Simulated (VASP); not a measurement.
## SiC: stress against strain

SiC (wurtzite, P6_3mc, 10.160 Å³/atom and stress up to 0.23 GPa in the relaxed cell, c along z) under a strain ε along c (axis z), the other axes held. LDA in VASP (plane waves, PAW), 600 eV, 12×12×6 Γ-centred mesh, Gaussian smearing 0.05 eV; ions are relaxed, or left where forces stay under 0.02 eV/Å, within the symmetry of each cell. Stress is positive for a compressed cell.

Here s stands for strain and y for stress zz.

| strain (%) | stress zz (GPa) |
|---|---|
| -1.50 | 8.81 |
| -1.00 | 5.85 |
| -0.50 | 2.95 |
| 0.00 | 0.16 |
| 0.50 | -2.69 |
| 1.00 | -5.43 |
| 1.50 | -8.11 |
| 3.00 | ? |

The 7 complete rows are fitted with a straight line, y against s. Means: s 0, y 0.220. About the means, the sum of products is -39.480 and the sum of squares of s is 7.0000; the slope is their ratio. Least squares gives y = 0.220 - 5.6400·s. Residuals (row less fit): 0.130, -0.010, -0.090, -0.060, -0.090, -0.010, 0.130; standard error 0.104 (degrees of freedom: 5). The slope gives the elastic constant C33 = 564 ± 4 GPa (± standard error of the fit, which holds the terms cut off).

Question: Estimate the missing y (s = 3.00); what did the run itself give?

Answer: y = 0.220 - 5.6400 × 3.0 = -16.700 GPa. The calculation gives -15.77 GPa, 0.930 GPa above the prediction (3.8 % of the range of y in the table). The row lies outside the fitted rows, so this is an extrapolation. From the scatter of the fitted rows alone, a prediction at this place has a standard error of 0.162 GPa, so the miss is 5.7 times that.

A polynomial of degree 2 through the 12 other runs of the series gives -15.84 there, so most of the miss is curvature that the fit leaves out. SiC is here the rare 2H polytype. Rows are the converged runs of the series near zero and its far end; series whose fitted rows scatter by over a few per cent of the range, as at a crossing or softening among them, aren't shown in this form, nor equations of state whose B0' disagrees with the runs' pressures. Most that stay on the fit to the last digits aren't either.
